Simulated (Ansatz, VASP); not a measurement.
# Ga14Ge17O55 (amorphous 29Ga2O3-71GeO2 (mol %)) in two plane-wave programs, part 2 of 3

Wanted: the spread between two codes on one cell, functional and k mesh. Of the first pair: The structure shown is the start of the Ansatz relaxation below; VASP solves that cell, so the two are compared at the walk's first step.

VASP 6.6.1 and Ansatz 0.2.0.

So far: The starting structure; Ansatz: relaxation, PBE.

## 3. VASP: single point, PBE, start cell, pair 1

Level of this step: PBE; plane waves and PAW (Ga_d, Ge_d, O) (VASP).

The same cell, functional, mesh and smearing now go to VASP, with its own data sets.

Lines of VASP's logs that name or quote its potential files are left out, and so is its time.

Contents of INCAR:

```
SYSTEM = Ga14Ge17O55
PREC = Accurate
ENCUT = 520
EDIFF = 1E-06
NELM = 120
ISMEAR = 0
SIGMA = 0.025
LREAL = Auto
ALGO = Normal
GGA = PE
NBANDS = 440
LORBIT = 11
LWAVE = .FALSE.
LCHARG = .FALSE.
ISIF = 2
LASPH = .TRUE.
GGA_COMPAT = .FALSE.
EFERMI = MIDGAP
NCORE = 2
```

Contents of POSCAR:

```
Ga14Ge17O55
1.0
   10.7579600000      0.0000000000      0.0000000000
    0.0000000000     10.7579600000      0.0000000000
    0.0000000000      0.0000000000     10.7579600000
Ga Ge O
14 17 55
Direct
    0.0796898297      0.9649784903      0.8232322857
    0.0653841435      0.1899337793      0.5754343760
    0.8268296220      0.0947577422      0.9082019268
    0.9747201142      0.1373308694      0.1277937453
    0.8806316439      0.0963844446      0.3907804082
    0.0790391487      0.3465526921      0.2730164455
    0.1046109114      0.9399086816      0.3271809897
    0.0494703457      0.2578834649      0.8465917330
    0.4841810157      0.4124294941      0.1945536143
    0.5657671157      0.7447136818      0.2199673544
    0.0419968098      0.5990912775      0.1600675221
    0.8588245355      0.8128585717      0.3247734701
    0.8704438388      0.8960713741      0.0858805945
    0.2657288185      0.4799701802      0.0129206653
    0.2451301176      0.8020014947      0.0675406862
    0.5854362723      0.5262428936      0.9331230085
    0.3745970426      0.5324615448      0.7153865603
    0.3848127340      0.7627189542      0.5021212200
    0.6633785588      0.1367824383      0.1896735069
    0.7609063428      0.5144097952      0.2816519117
    0.6745237945      0.8137137524      0.8562218116
    0.3107373517      0.3348776162      0.4713254186
    0.3308062123      0.0578641304      0.6222834069
    0.4685739676      0.9613625632      0.0211843138
    0.7733994177      0.3365600913      0.5409018067
    0.2646784335      0.1926573440      0.0596767417
    0.6185559344      0.1405099108      0.7149682654
    0.8249240562      0.8999568691      0.6325362801
    0.0959010816      0.6444902193      0.4478637214
    0.9884680739      0.4864769901      0.7016757824
    0.8730093810      0.4232586847      0.9983398339
    0.0354621136      0.7809937944      0.3856307330
    0.7915534172      0.9021970708      0.9249337235
    0.9425857690      0.9771276339      0.2445445047
    0.6535439805      0.2625590725      0.6163622099
    0.7908841453      0.0947391513      0.0947763331
    0.7327132653      0.7876865131      0.7091493183
    0.6730830009      0.1656819694      0.8627100305
    0.7248214345      0.8280101432      0.1942933419
    0.8351211568      0.9142532599      0.4738723699
    0.2682757698      0.5225340120      0.8377796534
    0.1523801910      0.3184804554      0.4336416942
    0.0712402723      0.5376669926      0.3276178755
    0.9590201116      0.7465820657      0.1230623650
    0.1011344158      0.4291334045      0.1047410476
    0.3910034988      0.3921282474      0.3470267597
    0.2096029359      0.6464794441      0.0898590439
    0.9384771834      0.2408635094      0.2675600207
    0.3413100625      0.3248199473      0.1037185489
    0.0000092954      0.0215282451      0.9897136632
    0.3441358771      0.9138163741      0.5502623174
    0.1935868882      0.8556640850      0.9250731551
    0.8465917330      0.4423143421      0.6391639307
    0.4615744993      0.5188158350      0.0373212022
    0.1877028730      0.0739545416      0.6988685587
    0.7485898814      0.4076516366      0.3995553060
    0.1495822628      0.1709803717      0.1699578731
    0.2496384073      0.6900007065      0.4489234018
    0.5567691272      0.0301079387      0.1340031010
    0.7260019558      0.0227459481      0.6765687919
    0.0672897092      0.3414773805      0.6921386583
    0.9263001536      0.2711015843      0.9868599623
    0.0648264169      0.0605412179      0.4481611755
    0.8645319373      0.4889495778      0.1505954661
    0.5481615474      0.9067239514      0.8941100357
    0.6428728123      0.6787346300      0.9349913924
    0.1972957698      0.8854559786      0.1944699553
    0.7199041454      0.4429557277      0.9581091582
    0.0512085935      0.5870908611      0.5922591272
    0.4876110341      0.7642805885      0.3779991746
    0.1922018673      0.2448512543      0.9286054233
    0.9608327229      0.4806766339      0.8673019792
    0.4137959241      0.8192166545      0.0860757988
    0.9677299414      0.8896110415      0.7035255755
    0.3473521002      0.0643895311      0.0162670246
    0.4063781609      0.6729900464      0.6373885012
    0.8216985376      0.6441741743      0.3498990515
    0.6106269218      0.2866063826      0.1751819118
    0.9516860074      0.1310378548      0.7802315681
    0.3343570714      0.4294866313      0.5986729826
    0.4656923803      0.0930659716      0.7032002350
    0.8891555648      0.2219844655      0.5243280325
    0.7145406750      0.1096676322      0.3360767283
    0.3275156256      0.1810008589      0.5174401095
    0.5115839806      0.4983379749      0.7944814816
    0.6159346196      0.5626159606      0.2275710265
```

Contents of KPOINTS:

```
Automatic mesh
0
Gamma
1 1 1
0 0 0
```

The projector-augmented-wave data sets are Ga_d, Ge_d and O (PBE family, release 64).

Started as:

```console
$ mpirun -np 8 vasp_gam
```

Numbers of over 12 decimals in the logs are rounded to 6 here.

Log:

```text
[banner, memory and clock lines left out]
running    8 mpi-ranks, on    1 nodes
[...]
LDA part: xc-table for (Slater+PW92), standard interpolation
 POSCAR, INCAR and KPOINTS ok, starting setup
[...]
entering main loop
       N       E                     dE             d eps       ncg     rms          rms(c)
DAV:   1     0.236123785018E+05    0.23612E+05   -0.24962E+05   984   0.420E+03
DAV:   2     0.558376645430E+04   -0.18029E+05   -0.16974E+05   880   0.114E+03
DAV:   3     0.345938795729E+03   -0.52378E+04   -0.49264E+04  1096   0.404E+02
DAV:   4    -0.522592136415E+03   -0.86853E+03   -0.84449E+03  1056   0.178E+02
[...]
DAV:  19    -0.516150899096E+03    0.83924E-06   -0.12779E-05  1040   0.238E-02    0.658E-03
DAV:  20    -0.516150898219E+03    0.87713E-06   -0.11669E-05  1016   0.102E-02    0.320E-03
DAV:  21    -0.516150897936E+03    0.28360E-06   -0.27320E-06   664   0.821E-03
   1 F= -.51615090E+03 E0= -.51615090E+03  d E =-.642446-161
```

From OUTCAR (step 3):

```text
  Total        0.0840684     -2.7038433    -13.3658611      2.4497116      6.6740697     12.2275719
  in kB        0.1081817     -3.4793837    -17.1995763      3.1523597      8.5883858     15.7347929
  external PRESSURE =      -6.8569261 kB  Pullay stress =       0.0000000 kB

 POSITION                                       TOTAL-FORCE (eV/Angst)
 -----------------------------------------------------------------------------------
      0.85730     10.38120      8.85630        -0.686540     -0.167151      0.167092
      0.70340      2.04330      6.19050        -0.117376      0.206474     -0.581397
      8.89500      1.01940      9.77040        -0.690282     -0.198955     -0.637426
     10.48600      1.47740      1.37480         0.329102      0.488215      0.123823
      9.47380      1.03690      4.20400        -0.303871      0.464519     -0.303804
      0.85030      3.72820      2.93710         0.394177     -0.429530     -0.141314
      1.12540     10.11150      3.51980         0.066209     -0.653627     -0.580226
      0.53220      2.77430      9.10760        -0.359390     -0.213672      0.392734
      5.20880      4.43690      2.09300         0.321336     -1.477725      0.200762
      6.08650      8.01160      2.36640         0.848077      0.212792      1.247985
      0.45180      6.44500      1.72200         0.085408      0.647138     -0.175430
      9.23920      8.74470      3.49390        -0.525411     -1.459301      0.153308
      9.36420      9.63990      0.92390        -0.060674     -1.045342     -0.704696
[...]
-----------------------------------------------------------------------------------
    total drift:                               -0.010160      0.022600      0.008575

  FREE ENERGIE OF THE ION-ELECTRON SYSTEM (eV)
  ---------------------------------------------------
  free  energy   TOTEN  =      -516.1508979356 eV

  energy  without entropy=     -516.1508979356  energy(sigma->0) =     -516.15089794

[... 3 further parts left out ...]
[key lines of the parts left out:]
E-fermi :   1.7469
```

The run ends at a pressure of -0.69 GPa, with forces up to 2.7 eV/Å.

## 4. Differences

Known differences besides the potentials themselves: the cutoff is 420 eV in Ansatz and 520 eV in VASP (PREC = Accurate, projectors in real space). Total energies have different zeros and are not compared.

Forces on 10 of the 86 atoms, those with the largest forces and the largest differences (eV/Å; atoms numbered as in POSCAR):

| atom | Ansatz x, y, z | VASP x, y, z |
| --- | --- | --- |
| O36 | 1.847, -0.353, -1.584 | 1.795, -0.352, -1.548 |
| O47 | -0.010, -2.242, 0.078 | 0.021, -2.178, 0.072 |
| O49 | 1.122, 2.596, 0.101 | 1.094, 2.515, 0.090 |
| O54 | -1.041, -0.605, 2.151 | -1.015, -0.587, 2.112 |
| O67 | -0.301, 1.200, 1.854 | -0.272, 1.155, 1.783 |
| O74 | 2.030, -0.104, 0.954 | 1.967, -0.114, 0.910 |
| O78 | -0.825, 2.064, -0.170 | -0.780, 1.990, -0.170 |
| O82 | 1.503, -1.706, -0.585 | 1.450, -1.652, -0.568 |
| O83 | 0.800, -0.463, 1.973 | 0.747, -0.452, 1.902 |
| O86 | -2.407, 0.013, -0.720 | -2.378, -0.024, -0.711 |

The forces differ by 29 meV/Å r.m.s., which is 3.6 % of the r.m.s. force of 0.814 eV/Å (both taken over all components).

## 5. Ansatz: relaxation, PBE

This run makes the geometry at which the two programs are then compared. The cell compared in this pair holds 1187.73 Å³, against 1245.06 Å³ for the pair before.

The structure compared here is the end of the Ansatz relaxation.

Contents of input.yaml:

```yaml
crystal:
  lattice:
    - [10.75796, 0.0, 0.0]
    - [0.0, 10.75796, 0.0]
    - [0.0, 0.0, 10.75796]
  atoms:
    - { symbol: Ga, position: [0.07969, 0.96498, 0.82323] }
    - { symbol: Ga, position: [0.06538, 0.18993, 0.57543] }
    - { symbol: Ga, position: [0.82683, 0.09476, 0.9082] }
    - { symbol: Ga, position: [0.97472, 0.13733, 0.12779] }
    - { symbol: Ga, position: [0.88063, 0.09638, 0.39078] }
    - { symbol: Ga, position: [0.07904, 0.34655, 0.27302] }
    - { symbol: Ga, position: [0.10461, 0.93991, 0.32718] }
    - { symbol: Ga, position: [0.04947, 0.25788, 0.84659] }
    - { symbol: Ga, position: [0.48418, 0.41243, 0.19455] }
    - { symbol: Ga, position: [0.56577, 0.74471, 0.21997] }
    - { symbol: Ga, position: [0.042, 0.59909, 0.16007] }
    - { symbol: Ga, position: [0.85882, 0.81286, 0.32477] }
    - { symbol: Ga, position: [0.87044, 0.89607, 0.08588] }
    - { symbol: Ga, position: [0.26573, 0.47997, 0.01292] }
    - { symbol: Ge, position: [0.24513, 0.802, 0.06754] }
    - { symbol: Ge, position: [0.58544, 0.52624, 0.93312] }
    - { symbol: Ge, position: [0.3746, 0.53246, 0.71539] }
    - { symbol: Ge, position: [0.38481, 0.76272, 0.50212] }
    - { symbol: Ge, position: [0.66338, 0.13678, 0.18967] }
    - { symbol: Ge, position: [0.76091, 0.51441, 0.28165] }
    - { symbol: Ge, position: [0.67452, 0.81371, 0.85622] }
    - { symbol: Ge, position: [0.31074, 0.33488, 0.47133] }
    - { symbol: Ge, position: [0.33081, 0.05786, 0.62228] }
    - { symbol: Ge, position: [0.46857, 0.96136, 0.02118] }
    - { symbol: Ge, position: [0.7734, 0.33656, 0.5409] }
    - { symbol: Ge, position: [0.26468, 0.19266, 0.05968] }
    - { symbol: Ge, position: [0.61856, 0.14051, 0.71497] }
    - { symbol: Ge, position: [0.82492, 0.89996, 0.63254] }
    - { symbol: Ge, position: [0.0959, 0.64449, 0.44786] }
    - { symbol: Ge, position: [0.98847, 0.48648, 0.70168] }
    - { symbol: Ge, position: [0.87301, 0.42326, 0.99834] }
    - { symbol: O, position: [0.03546, 0.78099, 0.38563] }
    - { symbol: O, position: [0.79155, 0.9022, 0.92493] }
    - { symbol: O, position: [0.94259, 0.97713, 0.24454] }
    - { symbol: O, position: [0.65354, 0.26256, 0.61636] }
    - { symbol: O, position: [0.79088, 0.09474, 0.09478] }
    - { symbol: O, position: [0.73271, 0.78769, 0.70915] }
    - { symbol: O, position: [0.67308, 0.16568, 0.86271] }
    - { symbol: O, position: [0.72482, 0.82801, 0.19429] }
    - { symbol: O, position: [0.83512, 0.91425, 0.47387] }
    - { symbol: O, position: [0.26828, 0.52253, 0.83778] }
    - { symbol: O, position: [0.15238, 0.31848, 0.43364] }
    - { symbol: O, position: [0.07124, 0.53767, 0.32762] }
    - { symbol: O, position: [0.95902, 0.74658, 0.12306] }
    - { symbol: O, position: [0.10113, 0.42913, 0.10474] }
    - { symbol: O, position: [0.391, 0.39213, 0.34703] }
    - { symbol: O, position: [0.2096, 0.64648, 0.08986] }
    - { symbol: O, position: [0.93848, 0.24086, 0.26756] }
    - { symbol: O, position: [0.34131, 0.32482, 0.10372] }
    - { symbol: O, position: [1.0e-05, 0.02153, 0.98971] }
    - { symbol: O, position: [0.34414, 0.91382, 0.55026] }
    - { symbol: O, position: [0.19359, 0.85566, 0.92507] }
    - { symbol: O, position: [0.84659, 0.44231, 0.63916] }
    - { symbol: O, position: [0.46157, 0.51882, 0.03732] }
    - { symbol: O, position: [0.1877, 0.07395, 0.69887] }
    - { symbol: O, position: [0.74859, 0.40765, 0.39956] }
    - { symbol: O, position: [0.14958, 0.17098, 0.16996] }
    - { symbol: O, position: [0.24964, 0.69, 0.44892] }
    - { symbol: O, position: [0.55677, 0.03011, 0.134] }
    - { symbol: O, position: [0.726, 0.02275, 0.67657] }
    - { symbol: O, position: [0.06729, 0.34148, 0.69214] }
    - { symbol: O, position: [0.9263, 0.2711, 0.98686] }
    - { symbol: O, position: [0.06483, 0.06054, 0.44816] }
    - { symbol: O, position: [0.86453, 0.48895, 0.1506] }
    - { symbol: O, position: [0.54816, 0.90672, 0.89411] }
    - { symbol: O, position: [0.64287, 0.67873, 0.93499] }
    - { symbol: O, position: [0.1973, 0.88546, 0.19447] }
    - { symbol: O, position: [0.7199, 0.44296, 0.95811] }
    - { symbol: O, position: [0.05121, 0.58709, 0.59226] }
    - { symbol: O, position: [0.48761, 0.76428, 0.378] }
    - { symbol: O, position: [0.1922, 0.24485, 0.92861] }
    - { symbol: O, position: [0.96083, 0.48068, 0.8673] }
    - { symbol: O, position: [0.4138, 0.81922, 0.08608] }
    - { symbol: O, position: [0.96773, 0.88961, 0.70353] }
    - { symbol: O, position: [0.34735, 0.06439, 0.01627] }
    - { symbol: O, position: [0.40638, 0.67299, 0.63739] }
    - { symbol: O, position: [0.8217, 0.64417, 0.3499] }
    - { symbol: O, position: [0.61063, 0.28661, 0.17518] }
    - { symbol: O, position: [0.95169, 0.13104, 0.78023] }
    - { symbol: O, position: [0.33436, 0.42949, 0.59867] }
    - { symbol: O, position: [0.46569, 0.09307, 0.7032] }
    - { symbol: O, position: [0.88916, 0.22198, 0.52433] }
    - { symbol: O, position: [0.71454, 0.10967, 0.33608] }
    - { symbol: O, position: [0.32752, 0.181, 0.51744] }
    - { symbol: O, position: [0.51158, 0.49834, 0.79448] }
    - { symbol: O, position: [0.61593, 0.56262, 0.22757] }
kpoints:
  mp_grid: { grid: [1, 1, 1] }
hamiltonian:
  xc: pbe
scf:
  occupations: { method: gaussian, width: 0.025 }
output:
  forces: true
relax:
  f_tol: 0.05
  max_steps: 150
  cell: {}
```

Started as:

```console
$ ansatz run input.yaml --threads 4 --pin off --max-ram 8192MiB --backend cpu --events-out ev --progress --plain --runs-dir out
```

Log:

```text
[...]
Crystal: 86 atoms, lattice volume = 1245.059 Å³
Basis set: ecut = 420 eV, 24303 PW (Γ), exchange–correlation on 144×144×144 points (8 copies of the dense FFT grid, shifted against one another)
Bands: 461, of which v1, the nominal top of the filled ones, is band 375 counted from 1 (374 counted from 0)
Symmetry: 1 space group operations
[...]
k-points: 1
[...]
- { symbol: O, position: [0.923273, 0.954992, 0.267005] }
    - { symbol: O, position: [0.632196, 0.267817, 0.605638] }
    - { symbol: O, position: [0.791470, 0.104176, 0.081870] }
    - { symbol: O, position: [0.711816, 0.780434, 0.714553] }
    - { symbol: O, position: [0.636903, 0.182071, 0.873478] }
    - { symbol: O, position: [0.733039, 0.817232, 0.217019] }
[...]
- { symbol: O, position: [0.711566, 0.117859, 0.349407] }
    - { symbol: O, position: [0.394058, 0.182053, 0.459095] }
    - { symbol: O, position: [0.532715, 0.509940, 0.767205] }
    - { symbol: O, position: [0.610530, 0.565195, 0.229182] }
[key lines of the parts left out:]
P = ⅓ Tr σ = 0.0077 GPa (0.077 kbar)
```

(Part 2 of 3 ends here.)

[Lines on the potential files, build, host, timing and source positions are cut from VASP's logs without a mark.]

[Logs are printed without paths, hosts, clocks, repeated set-up lines and the standing remarks that a program may print on its own settings, such as how far it seeks lower states.]

[Hosts, paths, dates, database ids (printed as entryN), source tags and the programs' standing remarks are cut or masked in the printed files.]
